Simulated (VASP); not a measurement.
Method: revPBE GGA, VASP's PBE PAW potentials (set 64) (plane waves; VASP).

VASP input:

File POSCAR:
```
GaCuSe2
1
   -2.8254620000     2.8254620000     5.6029440000
    2.8254620000    -2.8254620000     5.6029440000
    2.8254620000     2.8254620000    -5.6029440000
Ga Cu Se
2 2 4
Direct
  0.2500000000   0.7500000000   0.5000000000
  0.5000000000   0.5000000000   0.0000000000
  0.7500000000   0.2500000000   0.5000000000
  0.0000000000   0.0000000000   0.0000000000
  0.1212200000   0.1250000000   0.4962200000
  0.8750000000   0.3712200000   0.9962200000
  0.6287800000   0.6250000000   0.5037800000
  0.3750000000   0.8787800000   0.0037800000
```

### INCAR
```
! general
SYSTEM  = GaCuSe2
PREC    = Accurate
ENCUT   = 300
LREAL   = .FALSE.
LASPH   = .TRUE.   ! aspherical one-centre terms

! electronic loop
EDIFF   = 1E-6
NELM    = 100
ALGO    = Normal
LMAXMIX = 4

! smearing
ISMEAR  = 0   ! Gaussian
SIGMA   = 0.136   ! width (eV)

! functional
GGA     = RE   ! revPBE

! ions
ISIF    = 2

! output
LWAVE   = .FALSE.
LCHARG  = .FALSE.
```

### KPOINTS
```
kpoints
0
Gamma
  9 9 9
0 0 0
```

POTCAR, in this order: Ga_d Cu Se (PBE.64 set). Program: vasp_std.

### Question
What will the output report for the number of irreducible k-points (NKPTS), largest plane-wave count, number of space-group operations, FFT grid (NGX, NGY, NGZ)?

### Answer

* **number of irreducible k-points (NKPTS)**: 75
* **largest plane-wave count**: 2131
* **number of space-group operations**: 8
* **FFT grid (NGX, NGY, NGZ)**: 40 × 40 × 40

The structure comes from a computed database's GaCuSe2 entry; how it stands against other phases isn't given here. The cell was not relaxed at this level. The run is one of a series of settings (KPOINTS 9×9×9 Γ-centred mesh against the base run), some of them coarse on purpose.
